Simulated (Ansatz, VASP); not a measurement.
# Li4H3F (random rock-salt alloy of LiF and LiH): VASP beside Ansatz, part 3 of 3

One calculation is typed for both programs; each brings its own data sets. How far apart do they land? Of the first pair: The structure shown is the start of the Ansatz relaxation below; VASP solves that cell, so the two are compared at the walk's first step.

VASP 6.6.1 and Ansatz 0.2.0.

So far. Step 3 (VASP: single point, PBE, start cell, pair 1): The run ends at a pressure of -0.85 GPa, with forces up to 0.21 eV/Å.

## Step 6: VASP: single point, PBE, relaxed cell, pair 2

Level of this step: PBE; plane waves and PAW (Li_sv, H, F) (VASP).

The same cell, functional and mesh now go to VASP, with its own data sets.

Contents of INCAR:

```
SYSTEM = Li4H3F
PREC = Accurate
ENCUT = 750
EDIFF = 1E-06
NELM = 120
ISMEAR = 0
SIGMA = 0.01
LREAL = Auto
ALGO = Normal
GGA = PE
NBANDS = 136
LORBIT = 11
LWAVE = .FALSE.
LCHARG = .FALSE.
ISIF = 2
LASPH = .TRUE.
GGA_COMPAT = .FALSE.
EFERMI = MIDGAP
NCORE = 2
```

Contents of POSCAR:

```
Li4H3F
1.0
    8.1163540000      0.0000510000      0.0003840000
    0.0000510000      8.0832470000     -0.0020820000
    0.0003840000     -0.0020820000      8.1305130000
Li H F
32 24 8
Direct
    0.0003000000      0.9997500000      0.9994600000
    0.9998400000      0.2489900000      0.2500300000
    0.2499900000      0.9995900000      0.2489600000
    0.2496800000      0.2499700000      0.9998300000
    0.9994700000      0.9997200000      0.4997500000
    0.9989000000      0.2492400000      0.7487700000
    0.2502500000      0.0001400000      0.7500400000
    0.2489800000      0.2495900000      0.4986100000
    0.9993600000      0.4999300000      0.9992800000
    0.9996100000      0.7503700000      0.2503600000
    0.2497000000      0.5001500000      0.2497500000
    0.2494900000      0.7495000000      0.9993100000
    0.9977900000      0.5000300000      0.4996900000
    0.9999600000      0.7508900000      0.7490700000
    0.2501600000      0.4997500000      0.7491200000
    0.2499100000      0.7503100000      0.5000300000
    0.4990400000      0.9994200000      0.9994700000
    0.4992700000      0.2494300000      0.2480500000
    0.7493300000      0.9996400000      0.2489900000
    0.7494700000      0.2494000000      0.0006400000
    0.4992400000      0.0006000000      0.4997800000
    0.4995800000      0.2497400000      0.7506000000
    0.7483700000      0.9997200000      0.7501600000
    0.7497400000      0.2508000000      0.4981900000
    0.4993800000      0.5003400000      0.9995400000
    0.4995300000      0.7502300000      0.2495100000
    0.7490200000      0.5004900000      0.2489600000
    0.7493900000      0.7503400000      0.9986600000
    0.5002900000      0.4994400000      0.4995400000
    0.4993400000      0.7502900000      0.7494400000
    0.7486200000      0.5000700000      0.7503400000
    0.7493500000      0.7495300000      0.5002800000
    0.2497000000      0.9995800000      0.9995300000
    0.9997800000      0.9993400000      0.2484600000
    0.9994700000      0.2496600000      0.9967400000
    0.2516100000      0.9998000000      0.4992800000
    0.2485100000      0.2496000000      0.7481700000
    0.9997700000      0.9998100000      0.7513200000
    0.2495800000      0.4999200000      0.9993300000
    0.2495800000      0.7497300000      0.2503500000
    0.9988000000      0.5003100000      0.2492800000
    0.9998000000      0.7500100000      0.0015400000
    0.2514800000      0.4997100000      0.4995200000
    0.9986600000      0.4997200000      0.7502500000
    0.7489800000      0.9994600000      0.9995200000
    0.4992100000      0.9985800000      0.2492800000
    0.7474000000      0.0001300000      0.4994200000
    0.7501800000      0.2492400000      0.7493900000
    0.4991200000      0.0009500000      0.7502800000
    0.4993300000      0.2496500000      0.5017100000
    0.7495500000      0.5001400000      0.9993400000
    0.7497400000      0.7505100000      0.2498500000
    0.5001800000      0.5006500000      0.2489500000
    0.4992000000      0.7497100000      0.0022700000
    0.5002900000      0.4983900000      0.7504900000
    0.4994500000      0.7497800000      0.4982900000
    0.2493000000      0.2495300000      0.2490400000
    0.9994500000      0.2484600000      0.4995700000
    0.2508800000      0.7500000000      0.7499600000
    0.9998500000      0.7511800000      0.5001100000
    0.7492600000      0.2489600000      0.2485500000
    0.4989200000      0.2494000000      0.9992900000
    0.7491600000      0.4999700000      0.4993100000
    0.7480400000      0.7509200000      0.7504100000
```

Contents of KPOINTS:

```
Automatic mesh
0
Gamma
1 1 1
0 0 0
```

The projector-augmented-wave data sets are Li_sv, H and F (PBE family, release 64).

The run is started by

```bash
> mpirun -np 8 vasp_gam
```

Numbers of over 12 decimals in the logs are rounded to 6 here.

What it wrote:

```text
[... set-up lines as in an earlier step ...]
 entering main loop
       N       E                     dE             d eps       ncg     rms          rms(c)
DAV:   1     0.223994005682E+04    0.22399E+04   -0.10307E+05   272   0.188E+03
DAV:   2     0.117761341731E+03   -0.21222E+04   -0.19003E+04   328   0.504E+02
DAV:   3    -0.178441348672E+03   -0.29620E+03   -0.29218E+03   376   0.155E+02
DAV:   4    -0.227929390361E+03   -0.49488E+02   -0.48943E+02   472   0.521E+01
[...]
DAV:  14    -0.222490341888E+03    0.62856E-05   -0.52830E-05   384   0.200E-02    0.492E-03
DAV:  15    -0.222490342924E+03   -0.10361E-05   -0.60154E-06   320   0.761E-03    0.295E-03
DAV:  16    -0.222490343702E+03   -0.77827E-06   -0.50545E-07   168   0.393E-03
   1 F= -.22249034E+03 E0= -.22249034E+03  d E =0.000000E+00
```

From OUTCAR (step 6):

```text
  Total       -1.1787772     -1.2809435     -1.0655038      0.0204028     -0.0651864      0.0172461
  in kB       -3.5406056     -3.8474750     -3.2003746      0.0612823     -0.1957956      0.0518008
  external PRESSURE =      -3.5294851 kB  Pullay stress =       0.0000000 kB

 POSITION                                       TOTAL-FORCE (eV/Angst)
 -----------------------------------------------------------------------------------
      0.00287      8.07915      8.12404         0.009110     -0.000069     -0.007034
      8.11516      2.01218      2.03274        -0.005388     -0.021612      0.001946
      2.02915      8.07943      2.02219         0.008871     -0.010951     -0.015676
      2.02689      2.01850      8.12871        -0.014933     -0.005081      0.000106
      8.11230      8.07999      4.06153        -0.010148     -0.000278     -0.000138
      8.10773      2.01316      6.08775         0.000086     -0.015332     -0.001488
      2.03141     -0.00042      6.09831         0.020534      0.005206      0.002436
      2.02101      2.01647      4.05353         0.003012     -0.001683     -0.006693
      8.11157      4.03903      8.12400        -0.011054     -0.001472     -0.009735
      8.11332      6.06496      2.03438        -0.010786      0.014691      0.004237
      2.02678      4.04233      2.02965         0.001579      0.003913     -0.008871
      2.02537      6.05633      8.12344        -0.013456     -0.001128     -0.008891
      8.09863      4.04088      4.06208        -0.003008     -0.000500     -0.000698
      8.11636      6.06812      6.08914         0.004426      0.017454     -0.008690
[...]
-----------------------------------------------------------------------------------
    total drift:                               -0.276561     -0.022286     -0.198372

  FREE ENERGIE OF THE ION-ELECTRON SYSTEM (eV)
  ---------------------------------------------------
  free  energy   TOTEN  =      -222.4903437022 eV

  energy  without entropy=     -222.4903437022  energy(sigma->0) =     -222.49034370

[... 1 part as in an earlier step ...]

[... 2 further parts left out ...]
[key lines of the parts left out:]
E-fermi :   2.6039
```

The run ends at a pressure of -0.35 GPa, with forces up to 0.029 eV/Å.

## Step 7: Differences

What differs besides the data sets and the points named for the pairs above, as far as they apply: the cutoff is 420 eV in Ansatz and 750 eV in VASP (PREC = Accurate, projectors in real space). Total energies have different zeros and are not compared.

Both answers:

```
              quantity  Ansatz   VASP  difference
        pressure (GPa)   -0.01  -0.35       +0.34
gap on the k mesh (eV)   4.103  4.099      +0.004
```

At this near-relaxed geometry the largest component of a force difference is 20 meV/Å. A gap on the mesh is an upper bound, since the band edges may lie between its points.

## Step 8: Summary of results

```
r.m.s. force difference (single point, PBE, start cell, pair 1)           : 1.9 meV/Å
difference in gap on the k mesh (single point, PBE, relaxed cell, pair 2) : 0.0042 eV
r.m.s. force difference (single point, PBE, relaxed cell, pair 2)         : 6.7 meV/Å
```

In words: The r.m.s. force difference is 6.7 meV/Å (single point, PBE, relaxed cell, pair 2), within the 12 meV/Å picked in this series as the mark of a large difference. Such differences can come from data sets, numerical settings and the points named under the comparisons, not from the functional's error against experiment.

[Lines on the potential files, build, host, timing and source positions are cut from VASP's logs without a mark.]

[Logs are printed without paths, hosts, clocks, repeated set-up lines and the standing remarks that a program may print on its own settings, such as how far it seeks lower states.]

[Hosts, paths, dates, database ids (printed as entryN), source tags and the programs' standing remarks are cut or masked in the printed files.]
